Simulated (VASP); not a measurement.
Set up this calculation in VASP 6.6.1, as the native input.

```yaml
Task: single point
Functional: LDA
Potentials_or_basis: VASP PAW LDA potentials, release 64 (Zr_sv, Os)
Cutoff: 520 eV
k_mesh: 6 × 6 × 6
Occupations: gaussian, width 0.1 eV
Spin: no spin polarisation
Dipole_correction: no
Further_INCAR_settings: ALGO = Fast; EDIFF = 1e-06; NBANDS = 17
```

The structure of ZrOs lies in POSCAR:

```
ZrOs
1.0
    3.2630000000      0.0000000000      0.0000000000
    0.0000000000      3.2630000000      0.0000000000
    0.0000000000      0.0000000000      3.2630000000
Zr Os
1 1
Direct
    0.5000000000      0.5000000000      0.5000000000
    0.0000000000      0.0000000000      0.0000000000
```

The input as run:

INCAR

```
PREC = Accurate ; ENCUT = 520
EDIFF = 1E-6 ; ISMEAR = 0
SIGMA = 0.1 ; LREAL = F
LASPH = T ; NELM = 80
ALGO = Fast ; ISIF = 2
LWAVE = F ; LCHARG = F
GGA = CA ; NBANDS = 17
```

KPOINTS

```
Automatic mesh
0
Gamma
  6 6 6
```

Potentials or basis: VASP PAW LDA potentials, release 64 (Zr_sv, Os).

The run is started by

```bash
$ cat potpaw_LDA.64/Zr_sv/POTCAR potpaw_LDA.64/Os/POTCAR > POTCAR
$ mpirun -np 1 vasp_std > vasp.out
```

Results of the run:

* Pressure: -7.1 GPa
* Band gap on the k mesh: none (metal or under the smearing width)

Run time: 5.5 s on 1 thread of Intel(R) Xeon(R) 6975P-C (Granite Rapids), on a shared host, peak memory 0.13 GiB.
